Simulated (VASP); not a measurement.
Here is a VASP 6.6.1 calculation.

The input INCAR:

```
ALGO = Normal ; EDIFF = 1E-7
EDIFFG = -0.005 ; ENCUT = 600
GGA = CA ; IBRION = 2
ISIF = 3 ; ISMEAR = 0
LASPH = True ; LCHARG = False
LREAL = False ; LWAVE = False
NELM = 80 ; NSW = 90
PREC = Accurate ; SIGMA = 0.03
```

File KPOINTS:

```
k-points
0
Gamma
  10 10 10
```

The input POSCAR:

```
SnTe                                    
1.0
   -0.0000000000      3.1195685559      3.1195685559
    3.1195685559      0.0000000000      3.1195685559
    3.1195685559      3.1195685559     -0.0000000000
  Sn              Te            
     1     1
Direct
     0.0000000000000000    0.0000000000000000    0.0000000000000000
     0.5000000000000000    0.5000000000000000    0.5000000000000000
```

Potentials or basis: VASP PAW LDA potentials, release 64 (Sn_d, Te).

Command:

```console
$ cat potpaw_LDA.64/Sn_d/POTCAR potpaw_LDA.64/Te/POTCAR > POTCAR
$ mpirun -np 1 vasp_std > vasp.out
```

Question: Estimate the band gap on the k mesh.

Answer: 0.21 eV, direct.

Final structure:
```
CELL_PARAMETERS angstrom
0.00000 3.11957 3.11957
3.11957 0.00000 3.11957
3.11957 3.11957 0.00000
ATOMIC_POSITIONS crystal
Sn 0.00000 0.00000 0.00000
Te 0.50000 0.50000 0.50000
```

Caveat: the relaxation stopped at its first step, so nothing moved; spin-orbit coupling is left out, which moves the levels of the heavy elements. A k mesh can miss the band edges.
